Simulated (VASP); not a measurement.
Input of a VASP 6.6.1 run:

Contents of INCAR:

```
PREC     = Accurate       # precision mode
ENCUT    = 450            # plane-wave cutoff, eV
EDIFF    = 1E-5           # SCF threshold, eV
ISMEAR   = 0              # smearing method
SIGMA    = 0.03           # smearing width, eV
LREAL    = Auto         
LASPH    = T              # aspherical terms in the spheres
NELM     = 120            # most SCF steps
ALGO     = Normal         # electronic algorithm
ISIF     = 2              # what is computed and relaxed
LWAVE    = F              # write WAVECAR
LCHARG   = F              # write CHGCAR
ISPIN    = 2              # spin polarisation
MAGMOM   = 2 0 0 0 0 0 0 0 0 0 0 0 0 0 0 0 0 0 0 0 0 0 0 0 # initial moments
LORBIT   = 11             # projections on sites
NUPDOWN  = 2              # fixed moment
LMAXMIX  = 4              # l up to which the mixer works
LDAU     = T              # DFT+U
LDAUTYPE = 2            
LDAUL    = 2 -1 -1        # shell
LDAUU    = 4 0 0          # U, eV
LDAUJ    = 0 0 0        
LDAUPRINT= 1            
GGA      = PS             # functional
ISYM     = 0
```

KPOINTS

```
Automatic mesh
0
Gamma
  3 3 2
```

Contents of POSCAR:

```
Sn7MoO16                                
1.0
    9.4747000000      0.0000000000      0.0000000000
    4.7373500000      4.7373500000      0.0000000000
    4.7373500000      0.0000000000      6.3728000000
  Mo              Sn              O             
     1     7    16
Direct
     0.9979259055023969    0.0016605093627264    0.0002051026352050
     0.2467399933660438    0.0024702825600186    0.5014623381863150
     0.4979458258825663    0.0019342832601621    0.0002129180446996
     0.7488850432538859    0.0013040638707161    0.4990639988381569
     0.8725296090967104    0.5018360282427389    0.2503132734401857
     0.1233205199057400    0.5015673485549892    0.7497895791105381
     0.3736922689508976    0.5017425350109803    0.2491674517522591
     0.6223269784201018    0.5024059017977858    0.7508523208883849
     0.9982729527306247    0.3005915387483593    0.0001019629236289
     0.2487791602784226    0.3069900738194369    0.4996870663190968
     0.4984414750385383    0.3065584079076564    0.9999288770172722
     0.7483115839181921    0.3069362216899487    0.5004147781013989
     0.5675908248995195    0.8064134103154921    0.2499522470330664
     0.8176776644656009    0.8056314632280017    0.7507156150501882
     0.0680975049070434    0.8085592469471379    0.2455769880016375
     0.3133729901584818    0.8085895675965631    0.7543010380974062
     0.9974808739897759    0.7027675675691680    0.0000958677008965
     0.2470733169128099    0.6971387349684024    0.4999543489729567
     0.4976775869657368    0.6971545962669818    0.0000948527066220
     0.7481147750914316    0.6959063753477847    0.5000451105408578
     0.1780801157276670    0.1976552755997837    0.2495030317732854
     0.4280289085335995    0.1964101613098626    0.7506293064150753
     0.6822981818983564    0.1946363059729080    0.2462602514461722
     0.9278189401058480    0.1953121000524026    0.7548106750046996
```

Potentials or basis: VASP PAW PBE potentials, release 64 (Mo_sv, Sn_d, O).

The run is started by

```sh
$ cat potpaw_PBE.64/Mo_sv/POTCAR potpaw_PBE.64/Sn_d/POTCAR potpaw_PBE.64/O/POTCAR > POTCAR
$ mpirun -np 1 vasp_std > vasp.out
```

Estimate the largest force.

0.378 eV/Å.

Forces on the atoms (eV/Å):
```
Mo  -0.006  0.000  0.011
Sn   0.002 -0.008  0.060
Sn  -0.007  0.001 -0.001
Sn  -0.003  0.007 -0.084
Sn   0.005 -0.003 -0.100
Sn   0.001 -0.002  0.098
Sn  -0.010 -0.008  0.036
Sn  -0.006 -0.013 -0.029
O    0.266  0.268 -0.003
O   -0.002  0.007  0.009
O    0.004  0.000  0.004
O    0.005  0.002  0.007
O   -0.009  0.021  0.000
O   -0.008  0.029  0.000
O    0.134 -0.135  0.237
O    0.158 -0.145 -0.248
O   -0.259 -0.255  0.002
O   -0.003 -0.008  0.003
O   -0.003  0.004  0.002
O   -0.013  0.001  0.008
O    0.025 -0.035  0.009
O    0.021 -0.012 -0.012
O   -0.139  0.144  0.230
O   -0.152  0.141 -0.239
```

Caveat: the k mesh is coarse (spacing up to 0.49 Å⁻¹), so the values aren't converged; the PAW data sets were made with another functional, which shifts forces and pressure a little; the total moment is fixed, so each spin has its own Fermi level. The state reached can hang on the start; a lower one may exist.
